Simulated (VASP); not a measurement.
These are PBE GGA with D4 dispersion, VASP's PBE PAW potentials (set 64) (plane waves; VASP) values and carry that method's errors.

The input files of a VASP run:

**INCAR**
```
ALGO  =  Normal
EDIFF  =  1E-7
ENCUT  =  520
GGA  =  PE
ISIF  =  2
ISMEAR  =  -5
IVDW  =  13
LASPH  =  T
LCHARG  =  T
LEFG  =  T
LMAXMIX  =  6
LORBIT  =  11
LREAL  =  F
LWAVE  =  F
NEDOS  =  601
NELM  =  100
PREC  =  Accurate
SYSTEM  =  AuAl2
```

KPOINTS:
```
Automatic mesh
0
Gamma
10 10 10
0 0 0
```

### POSCAR
```
AuAl2
1
    0.0000000000     2.9946528677     2.9946528677
    2.9946528677     0.0000000000     2.9946528677
    2.9946528677     2.9946528677     0.0000000000
Al Au
2 1
Direct
  0.2500000000   0.2500000000   0.2500000000
  0.7500000000   0.7500000000   0.7500000000
  0.0000000000   0.0000000000   0.0000000000
```

POTCAR, in this order: Al Au (PBE.64 set). Program: vasp_std.

Output

### OUTCAR
```
 ion  position               nearest neighbor table
   1  0.250  0.250  0.250-   3 2.59   3 2.59   3 2.59   3 2.59   2 2.99   2 2.99   2 2.99   2 2.99
                             2 2.99   2 2.99
   2  0.750  0.750  0.750-   3 2.59   3 2.59   3 2.59   3 2.59   1 2.99   1 2.99   1 2.99   1 2.99
                             1 2.99   1 2.99
   3  0.000  0.000  0.000-   2 2.59   2 2.59   2 2.59   1 2.59   2 2.59   1 2.59   1 2.59   1 2.59
  LATTYP: Found a face centered cubic cell.
 ALAT       =     5.9893057354
 Subroutine PRICEL returns:
 Original cell was already a primitive cell.
 Subroutine GETGRP returns: Found 48 space group operations
The static configuration has the point symmetry O_h .
The dynamic configuration has the point symmetry O_h .
 Subroutine INISYM returns: Found 48 space group operations
 Subroutine IBZKPT returns following result:
 Found     47 irreducible k-points:

 Following reciprocal coordinates:
            Coordinates               Weight
  0.000000  0.000000  0.000000      1.000000
  0.100000  0.000000  0.000000      8.000000
  0.200000  0.000000  0.000000      8.000000
  0.300000  0.000000  0.000000      8.000000
  0.400000  0.000000  0.000000      8.000000
  0.500000  0.000000  0.000000      4.000000
  0.100000  0.100000  0.000000      6.000000
  0.200000  0.100000  0.000000     24.000000
  0.300000  0.100000  0.000000     24.000000
  0.400000  0.100000  0.000000     24.000000
  0.500000  0.100000  0.000000     24.000000
 -0.400000  0.100000  0.000000     24.000000
 -0.300000  0.100000  0.000000     24.000000
 -0.200000  0.100000  0.000000     24.000000
 -0.100000  0.100000  0.000000     12.000000
  0.200000  0.200000  0.000000      6.000000
  0.300000  0.200000  0.000000     24.000000
  0.400000  0.200000  0.000000     24.000000
  0.500000  0.200000  0.000000     24.000000
 -0.400000  0.200000  0.000000     24.000000
 -0.300000  0.200000  0.000000     24.000000
 -0.200000  0.200000  0.000000     12.000000
  0.300000  0.300000  0.000000      6.000000
  0.400000  0.300000  0.000000     24.000000
  0.500000  0.300000  0.000000     24.000000
 -0.400000  0.300000  0.000000     24.000000
 -0.300000  0.300000  0.000000     12.000000
  0.400000  0.400000  0.000000      6.000000
  0.500000  0.400000  0.000000     24.000000
 -0.400000  0.400000  0.000000     12.000000
  0.500000  0.500000  0.000000      3.000000
  0.300000  0.200000  0.100000     24.000000
  0.400000  0.200000  0.100000     48.000000
  0.500000  0.200000  0.100000     48.000000
 -0.400000  0.200000  0.100000     24.000000
  0.400000  0.300000  0.100000     24.000000
  0.500000  0.300000  0.100000     48.000000
 -0.400000  0.300000  0.100000     48.000000
 -0.300000  0.300000  0.100000     48.000000
 -0.200000  0.300000  0.100000     24.000000
   k-points           NKPTS =     47   k-points in BZ     NKDIM =     47   number of bands    NBANDS=     12
   number of dos      NEDOS =    601   number of ions     NIONS =      3
   total plane-waves  NPLWV =  32768
   dimension x,y,z NGX =    32 NGY =   32 NGZ =   32
   dimension x,y,z NGXF=    64 NGYF=   64 NGZF=   64
   ions per type =               2   1
   PREC   = accura    normal or accurate (medium, high low for compatibility)
   ISTART =      0    job   : 0-new  1-cont  2-samecut
   ICHARG =      2    charge: 1-file 2-atom 10-const
   ISPIN  =      1    spin polarized calculation?
   LNONCOLLINEAR =      F non collinear calculations
   LSORBIT =      F    spin-orbit coupling
   INIWAV =      1    electr: 0-lowe 1-rand  2-diag
   ENCUT  =  520.0 eV  38.22 Ry    6.18 a.u.   7.87  7.87  7.87*2*pi/ulx,y,z
   NELM   =    100;   NELMIN=  2; NELMDL= -5     # of ELM steps
   EDIFF  = 0.1E-06   stopping-criterion for ELM
...
```

OSZICAR:
```
       N       E                     dE             d eps       ncg     rms          rms(c)
DAV:   1     0.629374424018E+02    0.62937E+02   -0.71085E+03  1144   0.118E+03
DAV:   2    -0.110717595182E+02   -0.74009E+02   -0.68309E+02  1324   0.203E+02
DAV:   3    -0.132660399027E+02   -0.21943E+01   -0.21570E+01  1416   0.342E+01
DAV:   4    -0.132843954974E+02   -0.18356E-01   -0.18250E-01  1316   0.370E+00
DAV:   5    -0.132846698195E+02   -0.27432E-03   -0.27350E-03  1420   0.478E-01    0.917E+00
DAV:   6    -0.121007988052E+02    0.11839E+01   -0.64715E+00  1268   0.286E+01    0.405E+00
DAV:   7    -0.120288912471E+02    0.71908E-01   -0.28789E-01  1196   0.640E+00    0.187E+00
DAV:   8    -0.120006188191E+02    0.28272E-01   -0.24983E-02  1324   0.126E+00    0.406E-01
DAV:   9    -0.119995886911E+02    0.10301E-02   -0.36225E-03  1280   0.724E-01    0.185E-01
DAV:  10    -0.119997301311E+02   -0.14144E-03   -0.24399E-04  1244   0.129E-01    0.348E-02
DAV:  11    -0.119997242880E+02    0.58431E-05   -0.71351E-06  1368   0.239E-02    0.130E-02
DAV:  12    -0.119997257495E+02   -0.14615E-05   -0.39733E-06  1208   0.139E-02    0.320E-03
DAV:  13    -0.119997255278E+02    0.22175E-06   -0.19062E-07  1060   0.486E-03    0.795E-04
DAV:  14    -0.119997256122E+02   -0.84436E-07   -0.20500E-08   740   0.133E-03
   1 F= -.13236949E+02 E0= -.13236949E+02  d E =0.000000E+00
```

File OUTCAR:
```
------------------------ aborting loop because EDIFF is reached ----------------------------------------
  Edisp (eV):   -1.23722
  FORCE on cell =-STRESS in cart. coord.  units (eV):
  Direction    XX          YY          ZZ          XY          YZ          ZX
  --------------------------------------------------------------------------------------
  Total       0.03468     0.03468     0.03468     0.00000     0.00000     0.00000
  in kB       1.03450     1.03450     1.03450     0.00000     0.00000     0.00000
  external pressure =        1.03 kB  Pullay stress =        0.00 kB
  volume of cell :       53.71
      direct lattice vectors                 reciprocal lattice vectors
     0.000000000  2.994652868  2.994652868    -0.166964260  0.166964260  0.166964260
     2.994652868  0.000000000  2.994652868     0.166964260 -0.166964260  0.166964260
     2.994652868  2.994652868  0.000000000     0.166964260  0.166964260 -0.166964260
 POSITION                                       TOTAL-FORCE (eV/Angst)
 -----------------------------------------------------------------------------------
      1.49733      1.49733      1.49733         0.000000     -0.000000      0.000000
      4.49198      4.49198      4.49198         0.000000      0.000000      0.000000
      0.00000      0.00000      0.00000        -0.000000     -0.000000     -0.000000
 -----------------------------------------------------------------------------------
    total drift:                                0.000000     -0.000000      0.000000
  FREE ENERGIE OF THE ION-ELECTRON SYSTEM (eV)
  ---------------------------------------------------
  free  energy   TOTEN  =       -13.2369492530 eV

  energy  without entropy=      -13.2369492530  energy(sigma->0) =      -13.23694925

 total charge

# of ion       s       p       d       tot
------------------------------------------
    1        0.395   0.360   0.000   0.755
    2        0.395   0.360   0.000   0.755
    3        0.759   0.705   8.546  10.011
--------------------------------------------------
tot          1.548   1.426   8.546  11.520

 Electric field gradients after diagonalization (V/A^2)
 (convention: |V_zz| > |V_xx| > |V_yy|)
----------------------------------------------------------------------
 ion       V_xx      V_yy      V_zz     asymmetry (V_yy - V_xx)/ V_zz
----------------------------------------------------------------------
   1      -0.000    -0.000     0.000       0.000
   2      -0.000    -0.000     0.000       0.000
   3      -0.000    -0.000     0.001       0.000
```
(Selected blocks of OUTCAR.)

For a metal the tetrahedron method with Blöchl corrections gives inexact stress and forces.

The compound is AuAl2 in the fluorite structure. It was relaxed first. The electron count is odd and the run is not spin-polarised, which forces a metal.
